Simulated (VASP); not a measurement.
# Zn4Te3O (I4/mmm) in VASP: relaxation of cell and atoms with PBE

Aim: the relaxation of cell and atoms of Zn4Te3O with PBE.

Everything below comes from runs of VASP 6.6.1. Logs are shortened: lines on timing, memory, paths and dates and some standing lists are left out, and cuts for length are marked.

## Step 1: Starting point

Symmetry: I4/mmm, No. 139, tetragonal system. The conventional cell has a = 6.775 Å, b = 6.775 Å, c = 7.443 Å, α = 90.00°, β = 90.00°, γ = 90.00°. Zn (site symmetry m2m) is surrounded by 1 O at 2.20 Å and 2 Te at 2.40 Å. Around Te (site symmetry mmm) lie 4 Zn at 2.40 Å. Around Te (site symmetry 4/mmm) lie 4 Zn at 2.59 Å. O (site symmetry 4/mmm) has 4 Zn at 2.20 Å as nearest neighbours.

The cell was built by a generator and needn't be a form met in nature.

## Step 2: Relaxation of cell and atoms, PBE

Input file INCAR:

```
PREC = Normal ; ENCUT = 520
EDIFF = 1E-4 ; ISMEAR = 0
SIGMA = 0.15 ; LREAL = False
LASPH = True ; NELM = 60
ALGO = Fast ; ISIF = 3
LWAVE = False ; LCHARG = False
GGA = PE ; IBRION = 2
NSW = 24 ; EDIFFG = -0.08
```

Input file KPOINTS:

```
Automatic mesh
0
Gamma
  3 3 3
```

Input file POSCAR:

```
Zn4Te3O
1.0
   -3.3872929400      3.3872929400      3.7215663400
    3.3872929400     -3.3872929400      3.7215663400
    3.3872929400      3.3872929400     -3.7215663400
Zn Te O
4 3 1
Direct
    0.2700856700      0.2700856700      0.5401713400
    0.7299143300      0.7299143300      0.4598286600
    0.2700856700      0.7299143300      0.0000000000
    0.7299143300      0.2700856700      0.0000000000
    0.5000000000      0.0000000000      0.5000000000
    0.0000000000      0.5000000000      0.5000000000
    0.0000000000      0.0000000000      0.0000000000
    0.5000000000      0.5000000000      0.0000000000
```

Potentials or basis: VASP PAW PBE potentials, release 64 (Zn, Te, O).

Run with:

```console
$ cat potpaw_PBE.64/Zn/POTCAR potpaw_PBE.64/Te/POTCAR potpaw_PBE.64/O/POTCAR > POTCAR
$ mpirun -np 1 vasp_std > vasp.out
```

OUTCAR:

```text
PREC = Normal
   ENCUT = 520
   EDIFF = 1E-4
   ISMEAR = 0
   LREAL = False
   LASPH = True
   NELM = 60
   ISIF = 3
   GGA = PE
   IBRION = 2
   NSW = 24
   EDIFFG = -0.08

 ion  position               nearest neighbor table
   1  0.270  0.270  0.540-   8 2.20   6 2.40   5 2.40   7 2.59
   2  0.730  0.730  0.460-   8 2.20   6 2.40   5 2.40   7 2.59
   3  0.270  0.730  0.000-   8 2.20   5 2.40   6 2.40   7 2.59
   4  0.730  0.270  0.000-   8 2.20   6 2.40   5 2.40   7 2.59
   5  0.500  0.000  0.500-   1 2.40   2 2.40   4 2.40   3 2.40   7 3.39   7 3.39
   6  0.000  0.500  0.500-   1 2.40   2 2.40   3 2.40   4 2.40   7 3.39   7 3.39
   7  0.000  0.000  0.000-   1 2.59   3 2.59   4 2.59   2 2.59   6 3.39   5 3.39   6 3.39   5 3.39

   8  0.500  0.500  0.000-   1 2.20   2 2.20   3 2.20   4 2.20

  LATTYP: Found a body centered tetragonal cell.
 ALAT       =     6.7745858800
 C/A-ratio  =     1.0986845265

  Lattice vectors:

 A1 = (  -3.3872929400,   3.3872929400,   3.7215663400)
 A2 = (   3.3872929400,  -3.3872929400,   3.7215663400)
 A3 = (   3.3872929400,   3.3872929400,  -3.7215663400)

Analysis of symmetry for initial positions (statically):
=====================================================================
 Subroutine PRICEL returns:
 Original cell was already a primitive cell.

 Routine SETGRP: Setting up the symmetry group for a
 body centered tetragonal supercell.

 Subroutine GETGRP returns: Found 16 space group operations
 (whereof 16 operations were pure point group operations)
 out of a pool of 16 trial point group operations.

The static configuration has the point symmetry D_4h.

Analysis of symmetry for dynamics (positions and initial velocities):
=====================================================================
 Subroutine PRICEL returns:
 Original cell was already a primitive cell.

 Routine SETGRP: Setting up the symmetry group for a
 body centered tetragonal supercell.

 Subroutine GETGRP returns: Found 16 space group operations
 (whereof 16 operations were pure point group operations)
 out of a pool of 16 trial point group operations.

The dynamic configuration has the point symmetry D_4h.

 Subroutine INISYM returns: Found 16 space group operations
 (whereof 16 operations are pure point group operations),
 and found     1 'primitive' translations

----------------------------------------------------------------------------------------

                                     Primitive cell

[... 89 lines left out ...]
   ISIF   =      3    stress and relaxation
   ISYM   =      2    0-nonsym 1-usesym 2-fastsym
   POTIM  = 0.5000    time-step for ionic-motion
   TEBEG  =    0.0;   TEEND  =   0.0 temperature during run
   PSTRESS=    0.0 pullay stress
   NELECT =      72.0000    total number of electrons
   NUPDOWN=      -1.0000    fix difference up-down
   EMIN   =  10.00;   EMAX   =-10.00  energy-range for DOS
   EFERMI =   0.00;   METHOD = LEGACY
   ISMEAR =     0;   SIGMA  =   0.15  broadening in eV -4-tet -1-fermi 0-gaus
   EFERMI_NEDOS =   21; number of points for ismear=-14 and -15
   IALGO  =     68    algorithm
   IMIX   =      4    mixing-type and parameters
     AMIX     =   0.40;   BMIX     =  1.00
     AMIX_MAG =   1.60;   BMIX_MAG =  1.00
  volume/ion in A,a.u.               =      21.35       144.08
  Fermi-wavevector in a.u.,A,eV,Ry     =   1.227501  2.319641 20.500702  1.506759
  Thomas-Fermi vector in A             =   2.362462
   LORBIT       =      0    0 simple, 1 ext, 2 COOP (PROOUT), +10 PAW based schemes
   GGA     = PE    functional components
   LHFCALC =     F    Hartree Fock is set to
   AEXX    =    0.0000 exact exchange contribution
   IVDW    =     0    specifies the selected vdW correction
   LEPSILON=     F    determine dielectric tensor
   LRPA    =     F    only Hartree local field effects (RPA)
 conjugate gradient relaxation of ions
 non-spin polarized calculation
 RMM-DIIS sequential band-by-band and
 Gauss-broadening in eV      SIGMA  =   0.15
  energy-cutoff  :      520.00
  volume of cell :      170.80
 maximum number of plane-waves:      4610
   NGX = 23   NGY = 23   NGZ = 23

--------------------------------------- Ionic step        1  -------------------------------------------

 number of electron      72.0000285 magnetization

 Free energy of the ion-electron system (eV)
  ---------------------------------------------------
  ext. energy  EPLUGINS =         0.00000000
  ---------------------------------------------------
  free energy    TOTEN  =       -16.62884299 eV

  energy without entropy =      -16.61852218  energy(sigma->0) =      -16.62368258

------------------------ aborting loop because EDIFF is reached ----------------------------------------

  FORCE on cell =-STRESS in cart. coord.  units (eV):
  Direction    XX          YY          ZZ          XY          YZ          ZX
  --------------------------------------------------------------------------------------
  -------------------------------------------------------------------------------------
  Total       24.4461161     24.4461161      6.0174245      0.0000000      0.0000000      0.0000000
  in kB      229.3132673    229.3132673     56.4455828      0.0000000      0.0000000      0.0000000
  external PRESSURE =     171.6907058 kB  Pullay stress =       0.0000000 kB
[... 107 lines left out ...]
  FREE ENERGIE OF THE ION-ELECTRON SYSTEM (eV)
  ---------------------------------------------------
  free  energy   TOTEN  =       -18.6780361787 eV

  energy  without entropy=      -18.6030329813  energy(sigma->0) =      -18.64053458

[... ionic steps 4 to 16 ...]

--------------------------------------- Ionic step       17  -------------------------------------------

 number of electron      72.0000389 magnetization

------------------------ aborting loop because EDIFF is reached ----------------------------------------
[... 79 lines left out ...]
--------------------------------------- Ionic step       19  -------------------------------------------

 number of electron      72.0000370 magnetization

 Free energy of the ion-electron system (eV)
  ---------------------------------------------------
  ext. energy  EPLUGINS =         0.00000000
  ---------------------------------------------------
  free energy    TOTEN  =       -19.44090689 eV

  energy without entropy =      -19.43847139  energy(sigma->0) =      -19.43968914

 E-fermi :   2.3730     XC(G=0):  -8.3421

 val. band max:        2.1404617185   @ k =  -0.3333   0.3333   0.3333
 cond. band min:       2.6453105382   @ k =   0.3333   0.0000  -0.0000
 fundamental gap:      0.5048488197
 Fermi energy:         2.3730145614

 k-point     1 :       0.0000    0.0000    0.0000
  band No.  band energies     occupation
      1     -15.8690      2.00000
      2      -9.9208      2.00000
      3      -9.0140      2.00000
      4      -8.1073      2.00000
      5      -5.6613      2.00000
      6      -5.6613      2.00000
[... 300 lines left out ...]
  FREE ENERGIE OF THE ION-ELECTRON SYSTEM (eV)
  ---------------------------------------------------
  free  energy   TOTEN  =       -19.4409068873 eV

  energy  without entropy=      -19.4384713890  energy(sigma->0) =      -19.43968914

 reached required accuracy - stopping structural energy minimisation
```

OSZICAR:

```text
N       E                     dE             d eps       ncg     rms          rms(c)
DAV:   1     0.568795590617E+03    0.56880E+03   -0.32573E+04   516   0.194E+03
DAV:   2     0.529296147048E+02   -0.51587E+03   -0.50427E+03   532   0.444E+02
DAV:   3    -0.164776794594E+02   -0.69407E+02   -0.68036E+02   615   0.150E+02
[... 162 lines left out ...]
DAV:   1    -0.194604464555E+02   -0.21419E-01   -0.61266E-01   522   0.504E+00    0.949E-01
RMM:   2    -0.194461501254E+02    0.14296E-01   -0.51871E-02   516   0.195E+00    0.415E-01
RMM:   3    -0.194420336686E+02    0.41165E-02   -0.66116E-03   517   0.448E-01    0.203E-01
RMM:   4    -0.194409146935E+02    0.11190E-02   -0.29987E-03   516   0.260E-01    0.935E-02
RMM:   5    -0.194409068873E+02    0.78062E-05   -0.46748E-04   410   0.159E-01
  19 F= -.19440907E+02 E0= -.19439689E+02  d E =-.190455E-02
```

Run time: 5.3 min. Hardware: 1 thread of Intel Xeon Platinum 8488C (Sapphire Rapids), shared host; peak memory 0.23 GiB.

Results:

```yaml
Free_energy: -19.4409 eV
Relaxed_volume: 28.94 Å³/atom
Relaxed_cell: a = 6.754 Å, b = 6.754 Å, c = 6.754 Å, α = 114.88°, β = 114.88°, γ = 99.13°
Space_group_after_relaxing_to_0.05_Å: I4/mmm (No. 139)
Energy_gained_by_relaxing: 351.5 meV/atom
Ionic_steps: 19
Pressure_after_relaxing: 0.1 GPa
Largest_force_after_relaxing: 0.050 eV/Å
Band_gap_on_the_k_mesh: 0.50 eV, indirect (least direct gap 0.52 eV)
```

Forces on the atoms (eV/Å):
```
Zn   0.035  0.035  0.000
Zn  -0.035 -0.035  0.000
Zn  -0.035  0.035  0.000
Zn   0.035 -0.035  0.000
Te   0.000  0.000  0.000
Te   0.000  0.000  0.000
Te   0.000  0.000  0.000
O    0.000  0.000  0.000
```

The path:
```csv
step,energy change (eV),largest force (eV/Å),pressure (GPa),volume (Å³)
1,0.0000,1.9357,17.17,170.80
2,-1.4188,0.6418,-5.53,233.03
3,-2.0492,0.9138,-0.05,205.67
4,-2.2610,0.8206,0.00,207.16
5,-2.6993,0.1079,1.34,211.33
6,-2.7041,0.2239,2.36,212.39
7,-2.7380,0.4513,-0.10,225.98
8,-2.7470,0.3718,0.69,221.07
9,-2.7740,0.1723,0.22,222.81
10,-2.7805,0.0258,0.05,224.17
11,-2.7971,0.0030,0.03,225.12
12,-2.8050,0.0508,0.67,226.27
13,-2.8102,0.0897,0.04,230.76
14,-2.8096,0.1053,-0.32,231.97
15,-2.8100,0.0878,-0.11,231.30
16,-2.8101,0.0871,-0.18,231.18
17,-2.8102,0.0832,-0.14,230.97
18,-2.8102,0.0855,-0.12,230.87
19,-2.8121,0.0496,0.09,231.49
```

Final structure:
```
CELL_PARAMETERS angstrom
-3.63484 3.63484 4.38035
3.63484 -3.63484 4.38035
3.63484 3.63484 -4.38035
ATOMIC_POSITIONS crystal
Zn 0.29308 0.29308 0.58615
Zn 0.70692 0.70692 0.41385
Zn 0.29308 0.70692 0.00000
Zn 0.70692 0.29308 0.00000
Te 0.50000 0.00000 0.50000
Te 0.00000 0.50000 0.50000
Te 0.00000 0.00000 0.00000
O 0.50000 0.50000 0.00000
```

Levels at points of the mesh, in eV from the valence-band top:
```
           k point  band 34  band 35  band 36  band 37  band 38  band 39
(0.00, 0.00, 0.00)    -1.53    -0.73    -0.36     0.64     0.64     1.34
```

Caveat: the k mesh is coarse (spacing up to 0.44 Å⁻¹), so the values aren't converged; the volume moved by over 15 % at a fixed basis, so the end points are rough; spin-orbit coupling is left out, which moves the levels of the heavy elements; an odd mesh through Γ misses points on the zone boundary, where band edges often lie; the relaxation stopped at a loose force limit of 0.08 eV/Å, so its end isn't a converged minimum. A hybrid or GW would open this gap; PBE tends to underestimate it.
